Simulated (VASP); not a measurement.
Calculation: PW91 GGA, VASP's PBE PAW potentials (set 64) (plane waves; VASP).

The input files of a VASP run:

**POSCAR**
```
CdS
1
    0.0000000000     2.9668378884     2.9668378884
    2.9668378884     0.0000000000     2.9668378884
    2.9668378884     2.9668378884     0.0000000000
Cd S
1 1
Direct
  0.0000000000   0.0000000000   0.0000000000
  0.2500000000   0.2500000000   0.2500000000
```

### INCAR
```
ALGO = Normal
EDIFF = 1E-7
ENCUT = 520
GGA = 91
ISIF = 2
ISMEAR = -5
LASPH = T
LCHARG = T
LMAXMIX = 4
LORBIT = 11
LREAL = F
LWAVE = F
NEDOS = 601
NELM = 100
PREC = Accurate
SYSTEM = CdS
```

KPOINTS:
```
Automatic mesh
0
gamma
9 9 9
0 0 0
```

POTCAR, in this order: Cd S (PBE.64 set). Program: vasp_std.

What VASP printed:

File OSZICAR:
```
       N       E                     dE             d eps       ncg     rms          rms(c)
DAV:   1     0.109152844932E+03    0.10915E+03   -0.91539E+03   926   0.125E+03
DAV:   2    -0.185184894004E+01   -0.11100E+03   -0.10607E+03  1045   0.293E+02
DAV:   3    -0.673886483170E+01   -0.48870E+01   -0.48722E+01  1075   0.640E+01
DAV:   4    -0.677619390982E+01   -0.37329E-01   -0.37321E-01  1055   0.556E+00
DAV:   5    -0.677676499247E+01   -0.57108E-03   -0.57108E-03  1080   0.669E-01    0.729E+00
DAV:   6    -0.621132583785E+01    0.56544E+00   -0.11743E+00  1296   0.148E+01    0.590E+00
DAV:   7    -0.619507294292E+01    0.16253E-01   -0.20091E-01   950   0.362E+00    0.313E+00
DAV:   8    -0.619482722435E+01    0.24572E-03   -0.19231E-02   970   0.208E+00    0.264E-01
DAV:   9    -0.619457965078E+01    0.24757E-03   -0.25008E-03  1060   0.809E-01    0.747E-02
DAV:  10    -0.619474759451E+01   -0.16794E-03   -0.29821E-04   940   0.160E-01    0.796E-02
DAV:  11    -0.619482456476E+01   -0.76970E-04   -0.11418E-04   943   0.121E-01    0.162E-02
DAV:  12    -0.619481547801E+01    0.90867E-05   -0.40091E-05  1074   0.897E-02    0.702E-03
DAV:  13    -0.619481650451E+01   -0.10265E-05   -0.38695E-06   940   0.145E-02    0.299E-03
DAV:  14    -0.619481648236E+01    0.22144E-07   -0.16856E-07   970   0.295E-03
   1 F= -.61948165E+01 E0= -.61948165E+01  d E =0.000000E+00
```

**OUTCAR**
```
------------------------ aborting loop because EDIFF is reached ----------------------------------------
  FORCE on cell =-STRESS in cart. coord.  units (eV):
  Direction    XX          YY          ZZ          XY          YZ          ZX
  --------------------------------------------------------------------------------------
  Total        0.0051978      0.0051978      0.0051978     -0.0000000     -0.0000000     -0.0000000
  in kB        0.1594478      0.1594478      0.1594478     -0.0000000     -0.0000000     -0.0000000
  external PRESSURE =       0.1594478 kB  Pullay stress =       0.0000000 kB
  volume of cell :       52.23
      direct lattice vectors                 reciprocal lattice vectors
     0.000000000  2.966837888  2.966837888    -0.168529599  0.168529599  0.168529599
     2.966837888  0.000000000  2.966837888     0.168529599 -0.168529599  0.168529599
     2.966837888  2.966837888  0.000000000     0.168529599  0.168529599 -0.168529599
  FREE ENERGIE OF THE ION-ELECTRON SYSTEM (eV)
  ---------------------------------------------------
  free  energy   TOTEN  =        -6.1948164824 eV

  energy  without entropy=       -6.1948164824  energy(sigma->0) =       -6.19481648

 total charge

# of ion       s       p       d       tot
------------------------------------------
    1        0.418   0.298   9.566  10.282
    2        1.327   2.380   0.000   3.706
--------------------------------------------------
tot          1.745   2.678   9.566  13.989
```
(Selected blocks of OUTCAR.)

The compound is CdS in the zinc blende structure, a metastable form; wurtzite is the usual one. It was relaxed first, which changed the volume by +6 %.
